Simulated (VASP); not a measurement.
# Si2W (I4/mmm) in VASP: notebook

Aim: see how the results for Si2W move with the level of theory and the settings. Levels: r2SCAN, PBE. Tasks: band structure, density of states.

Everything below comes from runs of VASP 6.6.1. Logs are shortened: lines on timing, memory, paths and dates and some standing lists are left out, and cuts for length are marked.

## 1. The structure

It takes space group I4/mmm (No. 139, tetragonal). Conventional cell: a = 3.204 Å, b = 3.204 Å, c = 7.819 Å, α = 90.00°, β = 90.00°, γ = 90.00°. Around Si (site symmetry 4mm) lie 5 Si at 2.59 to 2.62 Å and 5 W at 2.61 to 2.62 Å. W (site symmetry 4/mmm) has 10 Si at 2.61 to 2.62 Å as nearest neighbours.

## 2. Band structure, r2SCAN

Input file INCAR:

```
SYSTEM = Si2W
PREC = Accurate
ENCUT = 520
EDIFF = 1E-6
ISMEAR = 1
SIGMA = 0.1
LREAL = .False.
LASPH = .True.
NELM = 80
ALGO = Normal
ISIF = 2
LWAVE = .False.
LCHARG = .False.
LMAXMIX = 4
METAGGA = R2SCAN
LMIXTAU = .True.
NBANDS = 18
KPAR = 4
```

Input file KPOINTS:

```
Automatic mesh
0
Gamma
  16 16 16
  0 0 0
```

Input file POSCAR:

```
Si2W                                    
1.0
   -1.6021137926      1.6021137926      3.9095849748
    1.6021137926     -1.6021137926      3.9095849748
    1.6021137926      1.6021137926     -3.9095849748
  Si              W             
     2     1
Direct
     0.3344596784202494    0.3344596784202494    0.0000000000000000
     0.6655403215797506    0.6655403215797506    0.0000000000000000
     0.0000000000000000    0.0000000000000000    0.0000000000000000
```

Input file KPOINTS_OPT:

```
explicit points
243
Reciprocal
 0.0000000000  0.0000000000  0.0000000000 1
 0.0000000000  0.0000000000  0.0357142857 1
 0.0000000000  0.0000000000  0.0714285714 1
 0.0000000000  0.0000000000  0.1071428571 1
 0.0000000000  0.0000000000  0.1428571429 1
 0.0000000000  0.0000000000  0.1785714286 1
[... 235 lines left out ...]
 0.0218079300  0.0218079300  0.4781920700 1
-0.0218079300 -0.0218079300  0.5218079300 1
```

Potentials or basis: VASP PAW PBE potentials, release 64 (Si, W_sv).

Launch:

```bash
> cat potpaw_PBE.64/Si/POTCAR potpaw_PBE.64/W_sv/POTCAR > POTCAR
> mpirun -np 4 vasp_std > vasp.out
```

OUTCAR:

```text
SYSTEM = Si2W
   PREC = Accurate
   ENCUT = 520
   EDIFF = 1E-6
   ISMEAR = 1
   LREAL = .False.
   LASPH = .True.
   NELM = 80
   ISIF = 2
   METAGGA = R2SCAN

 ion  position               nearest neighbor table
   1  0.334  0.334  0.000-   2 2.59   3 2.61   3 2.61   3 2.61   3 2.61   3 2.62   2 2.62   2 2.62
                             2 2.62   2 2.62
   2  0.666  0.666  0.000-   1 2.59   3 2.61   3 2.61   3 2.61   3 2.61   3 2.62   1 2.62   1 2.62
                             1 2.62   1 2.62
   3  0.000  0.000  0.000-   2 2.61   2 2.61   2 2.61   1 2.61   2 2.61   1 2.61   1 2.61   1 2.61
                             1 2.62   2 2.62

  LATTYP: Found a body centered tetragonal cell.
 ALAT       =     3.2042275852
 C/A-ratio  =     2.4402667232

  Lattice vectors:

 A1 = (  -1.6021137926,   1.6021137926,   3.9095849748)
 A2 = (   1.6021137926,  -1.6021137926,   3.9095849748)
 A3 = (   1.6021137926,   1.6021137926,  -3.9095849748)

Analysis of symmetry for initial positions (statically):
=====================================================================
 Subroutine PRICEL returns:
 Original cell was already a primitive cell.

 Routine SETGRP: Setting up the symmetry group for a
 body centered tetragonal supercell.

 Subroutine GETGRP returns: Found 16 space group operations
 (whereof 16 operations were pure point group operations)
 out of a pool of 16 trial point group operations.

The static configuration has the point symmetry D_4h.

Analysis of symmetry for dynamics (positions and initial velocities):
=====================================================================
 Subroutine PRICEL returns:
 Original cell was already a primitive cell.

 Routine SETGRP: Setting up the symmetry group for a
 body centered tetragonal supercell.

 Subroutine GETGRP returns: Found 16 space group operations
 (whereof 16 operations were pure point group operations)
 out of a pool of 16 trial point group operations.

The dynamic configuration has the point symmetry D_4h.

 Subroutine INISYM returns: Found 16 space group operations
 (whereof 16 operations are pure point group operations),
 and found     1 'primitive' translations

----------------------------------------------------------------------------------------

                                     Primitive cell

  volume of cell :      40.1400

  direct lattice vectors                    reciprocal lattice vectors
    -1.602113793  1.602113793  3.909584975     0.000000000  0.312087695  0.127890813
     1.602113793 -1.602113793  3.909584975     0.312087695  0.000000000  0.127890813
     1.602113793  1.602113793 -3.909584975     0.312087695  0.312087695  0.000000000

  length of vectors
     4.518671473  4.518671473  4.518671473     0.337275539  0.337275539  0.441358650

  position of ions in fractional coordinates (direct lattice)
     0.334459678  0.334459678  0.000000000
     0.665540322  0.665540322  0.000000000
     0.000000000  0.000000000  0.000000000

  ion indices of the primitive-cell ions
   primitive index   ion index
                 1           1
                 2           2
                 3           3

----------------------------------------------------------------------------------------

 KPOINTS: Automatic mesh

Automatic generation of k-mesh.
 Grid dimensions read from file:
 generate k-points for:   16   16   16

 Generating k-lattice:

  Cartesian coordinates                     Fractional coordinates (reciprocal lattice)
     0.000000000  0.019505481  0.007993176     0.062500000  0.000000000 -0.000000000
     0.019505481  0.000000000  0.007993176     0.000000000  0.062500000 -0.000000000
     0.019505481  0.019505481  0.000000000     0.000000000  0.000000000  0.062500000

  Length of vectors
     0.021079721  0.021079721  0.027584916

  Shift w.r.t. Gamma in fractional coordinates (k-lattice)
     0.000000000  0.000000000  0.000000000

 Subroutine IBZKPT returns following result:
 ===========================================

 Found    349 irreducible k-points:

 Following reciprocal coordinates:
            Coordinates               Weight
  0.000000  0.000000  0.000000      1.000000
  0.062500 -0.000000  0.000000      8.000000
  0.125000 -0.000000  0.000000      8.000000
  0.187500 -0.000000  0.000000      8.000000
  0.250000 -0.000000  0.000000      8.000000
  0.312500 -0.000000  0.000000      8.000000
[... 16 lines left out ...]
 -0.125000  0.062500 -0.000000     16.000000
 -0.062500  0.062500  0.000000      4.000000
 [... further k-points ...]
   k-points           NKPTS =    349   k-points in BZ     NKDIM =    349   number of bands    NBANDS=     18
   number of dos      NEDOS =    301   number of ions     NIONS =      3
   total plane-waves  NPLWV =  46656
   dimension x,y,z NGX =    36 NGY =   36 NGZ =   36
   dimension x,y,z NGXF=    72 NGYF=   72 NGZF=   72
   ions per type =               2   1
   NGX,Y,Z   is equivalent  to a cutoff of  13.24, 13.24, 13.24 a.u.
[... 64 lines left out ...]
 cond. band min:      12.0319296387   @ k =  -0.3125  -0.3125   0.2500
 fundamental gap:      0.0115534972
 Fermi energy:        12.0239008866

 k-point     1 :       0.0000    0.0000    0.0000
  band No.  band energies     occupation
      1     -63.7071      2.00000
      2     -27.3475      2.00000
      3     -27.3070      2.00000
      4     -27.3070      2.00000
      5      -2.8925      2.00000
      6       4.7428      2.00000
[... 10 lines left out ...]
     17      18.0349      0.00000
     18      18.0349      0.00000

 k-point     2 :       0.0625   -0.0000    0.0000
  band No.  band energies     occupation
      1     -63.7068      2.00000
      2     -27.3468      2.00000
      3     -27.3165      2.00000
      4     -27.3061      2.00000
      5      -2.8129      2.00000
      6       4.7514      2.00000
[... 10 lines left out ...]
     17      18.0432      0.00000
     18      18.3424      0.00000

 k-point     3 :       0.1250   -0.0000    0.0000
  band No.  band energies     occupation
      1     -63.7058      2.00000
      2     -27.3451      2.00000
      3     -27.3431      2.00000
      4     -27.3036      2.00000
      5      -2.5765      2.00000
      6       4.7616      2.00000
[... 10 lines left out ...]
     17      18.1499      0.00000
     18      19.0770      0.00000

 k-point     4 :       0.1875   -0.0000    0.0000
  band No.  band energies     occupation
      1     -63.7043      2.00000
      2     -27.3836      2.00000
      3     -27.3416      2.00000
      4     -27.2999      2.00000
      5      -2.1900      2.00000
      6       4.7148      2.00000
[... 10 lines left out ...]
     17      18.6384      0.00000
     18      20.0716      0.00000

 k-point     5 :       0.2500   -0.0000    0.0000
  band No.  band energies     occupation
      1     -63.7025      2.00000
      2     -27.4305      2.00000
      3     -27.3380      2.00000
      4     -27.2955      2.00000
      5      -1.6641      2.00000
      6       4.4854      2.00000
[... 10 lines left out ...]
     17      19.4464      0.00000
     18      21.2114      0.00000

 k-point     6 :       0.3125   -0.0000    0.0000
  band No.  band energies     occupation
      1     -63.7008      2.00000
      2     -27.4770      2.00000
      3     -27.3344      2.00000
      4     -27.2911      2.00000
      5      -1.0135      2.00000
      6       3.9707      2.00000
[... 307 lines left out ...]
 k-point    21 :      -0.2500    0.0625   -0.0000
  band No.  band energies     occupation
      1     -63.7022      2.00000
      2     -27.4293      2.00000
      3     -27.3362      2.00000
      4     -27.3046      2.00000
      5      -1.6787      2.00000
      6       4.7874      2.00000
[... 10 lines left out ...]
     17      19.0320      0.00000
     18      20.6893      0.00000

 k-point    22 :      -0.1875    0.0625   -0.0000
  band No.  band energies     occupation
      1     -63.7040      2.00000
      2     -27.3825      2.00000
      3     -27.3399      2.00000
      4     -27.3091      2.00000
      5      -2.1825      2.00000
      6       5.0236      2.00000
[... 10 lines left out ...]
     17      18.3903      0.00000
     18      20.1633      0.00000

 k-point    23 :      -0.1250    0.0625   -0.0000
  band No.  band energies     occupation
      1     -63.7054      2.00000
      2     -27.3434      2.00000
      3     -27.3423      2.00000
      4     -27.3130      2.00000
      5      -2.5453      2.00000
      6       4.9800      2.00000
[... 10 lines left out ...]
     17      18.2198      0.00000
     18      19.1279      0.00000

 k-point    24 :      -0.0625    0.0625    0.0000
  band No.  band energies     occupation
      1     -63.7064      2.00000
      2     -27.3457      2.00000
      3     -27.3162      2.00000
      4     -27.3150      2.00000
      5      -2.7574      2.00000
      6       4.8649      2.00000
[... 10 lines left out ...]
     17      18.1586      0.00000
     18      18.4466      0.00000

 [... further k-points ...]

------------------------ aborting loop because EDIFF is reached ----------------------------------------

  FORCE on cell =-STRESS in cart. coord.  units (eV):
  Direction    XX          YY          ZZ          XY          YZ          ZX
  --------------------------------------------------------------------------------------
  -------------------------------------------------------------------------------------
  Total        0.3431831      0.3431831     -0.1607789      0.0000000      0.0000000     -0.0000000
  in kB       13.6980619     13.6980619     -6.4174470      0.0000000      0.0000000     -0.0000000
  external PRESSURE =       6.9928923 kB  Pullay stress =       0.0000000 kB

 VOLUME and BASIS-vectors are now :
 -----------------------------------------------------------------------------
  energy-cutoff  :      520.00
  volume of cell :       40.14
      direct lattice vectors                 reciprocal lattice vectors
    -1.602113793  1.602113793  3.909584975     0.000000000  0.312087695  0.127890813
     1.602113793 -1.602113793  3.909584975     0.312087695  0.000000000  0.127890813
     1.602113793  1.602113793 -3.909584975     0.312087695  0.312087695  0.000000000

 POSITION                                       TOTAL-FORCE (eV/Angst)
 -----------------------------------------------------------------------------------
      0.00000      0.00000      2.61520         0.000000      0.000000      0.044244
      0.00000      0.00000      5.20397        -0.000000     -0.000000     -0.044244
      0.00000      0.00000      0.00000         0.000000      0.000000      0.000000
 -----------------------------------------------------------------------------------
    total drift:                                0.000000      0.000000      0.000000

  FREE ENERGIE OF THE ION-ELECTRON SYSTEM (eV)
  ---------------------------------------------------
  free  energy   TOTEN  =       -69.8140858227 eV

  energy  without entropy=      -69.8138711216  energy(sigma->0) =      -69.81401426
```

Wall time 4.4 min (4 MPI ranks of Intel Xeon 6975P-C (Granite Rapids), shared host); peak memory 0.5 GiB.

What came out:

```yaml
Free_energy: -69.8141 eV
Pressure: 0.7 GPa
Largest_force: 0.044 eV/Å
Band_gap_along_the_path: none (metal or under the smearing width)
```

Forces in eV/Å, atoms in the order of the input:
```
Si   0.000  0.000  0.044
Si   0.000  0.000 -0.044
W    0.000  0.000  0.000
```

Levels at the corners of the path, in eV from the Fermi level:
| point | band 7 | band 8 | band 9 | band 10 | band 11 | band 12 | band 13 | band 14 | band 15 | band 16 |
| --- | --- | --- | --- | --- | --- | --- | --- | --- | --- | --- |
| Γ | -3.88 | -3.42 | -3.05 | -3.05 | 0.63 | 3.07 | 3.14 | 3.25 | 3.25 | 4.99 |
| X | -6.44 | -5.70 | -5.34 | -3.50 | -1.98 | 3.02 | 3.33 | 3.46 | 4.14 | 4.52 |
| X | -6.44 | -5.70 | -5.34 | -3.50 | -1.98 | 3.02 | 3.33 | 3.46 | 4.14 | 4.52 |
| Y | -6.32 | -5.47 | -4.27 | -3.35 | -2.51 | 2.15 | 2.39 | 3.34 | 5.46 | 5.64 |
| Y | -6.32 | -5.47 | -4.27 | -3.35 | -2.51 | 2.15 | 2.39 | 3.34 | 5.46 | 5.64 |
| S | -8.27 | -3.18 | -2.88 | -2.67 | -0.37 | 1.95 | 2.79 | 3.69 | 4.72 | 4.91 |
| S | -8.27 | -3.18 | -2.88 | -2.67 | -0.37 | 1.95 | 2.79 | 3.69 | 4.72 | 4.91 |
| Γ | -3.88 | -3.42 | -3.05 | -3.05 | 0.63 | 3.07 | 3.14 | 3.25 | 3.25 | 4.99 |
| Γ | -3.88 | -3.42 | -3.05 | -3.05 | 0.63 | 3.07 | 3.14 | 3.25 | 3.25 | 4.99 |
| Z | -3.98 | -2.70 | -0.94 | -0.94 | -0.54 | -0.54 | 0.82 | 4.85 | 5.60 | 6.66 |
| Z | -3.98 | -2.70 | -0.94 | -0.94 | -0.54 | -0.54 | 0.82 | 4.85 | 5.60 | 6.66 |
| S1 | -8.27 | -3.18 | -2.88 | -2.67 | -0.37 | 1.95 | 2.79 | 3.69 | 4.72 | 4.91 |
| S1 | -8.27 | -3.18 | -2.88 | -2.67 | -0.37 | 1.95 | 2.79 | 3.69 | 4.72 | 4.91 |
| N | -6.05 | -5.23 | -2.99 | -2.90 | -0.49 | 2.95 | 3.04 | 4.18 | 4.82 | 5.44 |
| N | -6.05 | -5.23 | -2.99 | -2.90 | -0.49 | 2.95 | 3.04 | 4.18 | 4.82 | 5.44 |
| P | -7.04 | -6.98 | -3.25 | -2.66 | -2.66 | 0.26 | 3.33 | 4.02 | 4.31 | 4.31 |
| P | -7.04 | -6.98 | -3.25 | -2.66 | -2.66 | 0.26 | 3.33 | 4.02 | 4.31 | 4.31 |
| Y1 | -6.32 | -5.47 | -4.27 | -3.35 | -2.51 | 2.15 | 2.39 | 3.34 | 5.46 | 5.64 |
| Y1 | -6.32 | -5.47 | -4.27 | -3.35 | -2.51 | 2.15 | 2.39 | 3.34 | 5.46 | 5.64 |
| Z | -3.98 | -2.70 | -0.94 | -0.94 | -0.54 | -0.54 | 0.82 | 4.85 | 5.60 | 6.66 |
| X | -6.44 | -5.70 | -5.34 | -3.50 | -1.98 | 3.02 | 3.33 | 3.46 | 4.14 | 4.52 |
| P | -7.04 | -6.98 | -3.25 | -2.66 | -2.66 | 0.26 | 3.33 | 4.02 | 4.31 | 4.31 |

Caveat: the PAW data sets were made with another functional, which shifts forces and pressure a little; spin-orbit coupling is left out, which moves the levels of the heavy elements.

## 3. Band structure, PBE, spin-orbit coupling, no magnetisation

Input file INCAR:

```
SYSTEM = Si2W
PREC = Accurate
ENCUT = 520
EDIFF = 1E-6
ISMEAR = 1
SIGMA = 0.1
LREAL = .False.
LASPH = .True.
NELM = 80
ALGO = Fast
ISIF = 2
LWAVE = .False.
LCHARG = .False.
MAGMOM = 0 0 0 0 0 0 0 0 0
LORBIT = 11
LSORBIT = .True.
GGA_COMPAT = .False.
LMAXMIX = 4
GGA = PE
NBANDS = 35
KPAR = 4
```

KPOINTS is that of step 2.

POSCAR is that of step 2.

KPOINTS_OPT is that of step 2.

Potentials or basis: VASP PAW PBE potentials, release 64 (Si, W_sv).

Launch:

```bash
> cat potpaw_PBE.64/Si/POTCAR potpaw_PBE.64/W_sv/POTCAR > POTCAR
> mpirun -np 4 vasp_ncl > vasp.out
```

Wall time 8.5 min (4 MPI ranks of Intel Xeon 6975P-C (Granite Rapids), shared host); peak memory 1.2 GiB.

Results (log left out):

```
Free energy                                           : -25.5797 eV
Pressure                                              : 5.3 GPa
Largest force                                         : 0.061 eV/Å
Valence electrons inside the program's atomic spheres : Si 1.63; W 12.25
```

Forces on the atoms (eV/Å):
```
Si   0.000  0.000 -0.061
Si   0.000  0.000  0.061
W    0.000  0.000  0.000
```

## 4. Density of states, PBE

POSCAR is that of step 3.

Input file INCAR.step1:

```
ALGO = Fast
EDIFF = 1E-6
ENCUT = 520
GGA = PE
ISIF = 2
ISMEAR = 1
KPAR = 4
LASPH = T
LCHARG = T
LMAXMIX = 4
LREAL = F
LWAVE = F
NELM = 80
PREC = Accurate
SIGMA = 0.1
```

Input file KPOINTS.step1:

```
k-points
0
Gamma
  16 16 16
```

Input file INCAR.step2:

```
ALGO = Fast
EDIFF = 1E-6
ENCUT = 520
GGA = PE
ICHARG = 11
ISIF = 2
ISMEAR = -5
KPAR = 4
LASPH = T
LCHARG = F
LMAXMIX = 4
LORBIT = 11
LREAL = F
LWAVE = F
NEDOS = 2001
NELM = 80
PREC = Accurate
SIGMA = 0.1
```

Input file KPOINTS.step2:

```
k-points
0
Gamma
  24 24 24
```

Launch:

```bash
> cat potpaw_PBE.64/Si/POTCAR potpaw_PBE.64/W_sv/POTCAR > POTCAR
> cp INCAR.step1 INCAR
> cp KPOINTS.step1 KPOINTS
> mpirun -np 4 vasp_std > vasp.out
> cp INCAR.step2 INCAR
> cp KPOINTS.step2 KPOINTS
> mpirun -np 4 vasp_std > vasp.out
```

It took 2.2 min on 4 MPI ranks of Intel Xeon 6975P-C (Granite Rapids), shared host; peak memory 0.75 GiB.

The run converged. Its results:

```yaml
Valence_electrons_inside_the_program's_atomic_spheres: Si 1.63; W 12.23
```

Levels at points of the mesh, in eV from the Fermi level:
| k point | band 8 | band 9 | band 10 | band 11 | band 12 | band 13 | band 14 | band 15 |
| --- | --- | --- | --- | --- | --- | --- | --- | --- |
| (0.00, 0.00, 0.00) | -3.35 | -2.86 | -2.86 | 0.63 | 2.79 | 2.90 | 3.11 | 3.11 |
| (0.50, 0.00, 0.00) | -4.88 | -2.80 | -2.79 | -0.44 | 2.75 | 2.80 | 3.95 | 4.48 |
| (0.50, 0.50, 0.00) | -5.50 | -5.05 | -3.29 | -1.76 | 2.80 | 3.02 | 3.18 | 3.91 |
| (0.50, 0.50, 0.50) | -2.60 | -0.84 | -0.84 | -0.50 | -0.50 | 0.81 | 4.50 | 4.97 |

States per cell in windows of 1 eV (zero at the Fermi level; states under -8 eV left out):
```csv
from (eV),total,W3_d,Si1_p,Si2_p,Si1_s,Si2_s,W3_s
-8.0,0.63,0.09,0.04,0.04,0.05,0.05,0.02
-7.0,1.06,0.15,0.11,0.11,0.02,0.02,0.05
-6.0,0.87,0.14,0.09,0.09,0.03,0.03,0.03
-5.0,1.27,0.30,0.09,0.09,0.05,0.05,0.05
-4.0,1.65,0.54,0.11,0.11,0.04,0.04,0.03
-3.0,3.54,1.33,0.26,0.26,0.03,0.03,0.02
-2.0,1.06,0.48,0.07,0.07,0.01,0.01,0.00
-1.0,0.64,0.40,0.02,0.02,0.00,0.00,0.00
0.0,0.52,0.22,0.03,0.03,0.02,0.02,0.00
1.0,1.31,0.53,0.08,0.08,0.05,0.05,0.02
2.0,2.33,1.01,0.12,0.12,0.10,0.10,0.06
3.0,1.69,0.63,0.08,0.08,0.04,0.04,0.10
4.0,1.89,0.61,0.13,0.13,0.05,0.05,0.08
5.0,0.27,0.05,0.03,0.03,0.01,0.01,0.01
6.0,0.00,0.00,0.00,0.00,0.00,0.00,0.00
7.0,0.00,0.00,0.00,0.00,0.00,0.00,0.00
```

Caveat: tetrahedron occupations give inexact forces and stress in metals.

## 5. Overview

| task | level | spin | k mesh for the DOS | occupations for the DOS | pressure (GPa) | largest force (eV/Å) |
| --- | --- | --- | --- | --- | --- | --- |
| band structure | r2SCAN | off | - | - | 0.7 | 0.04 |
| band structure | PBE | SOC, no magnetisation | - | - | 5.3 | 0.06 |
| density of states | PBE | off | 24 × 24 × 24 | tetrahedron | - | - |

Alike in all rows: potentials or basis VASP PAW PBE potentials, release 64 (Si, W_sv); cell as given; k mesh 16 × 16 × 16; cutoff (eV) 520; smearing methfessel-paxton 0.1 eV.

Caveats: the PAW data sets were made with another functional, which shifts forces and pressure a little (some runs); spin-orbit coupling is left out, which moves the levels of the heavy elements (some runs); tetrahedron occupations give inexact forces and stress in metals (some runs).

Absolute energies hang on the potentials; compare differences alone.
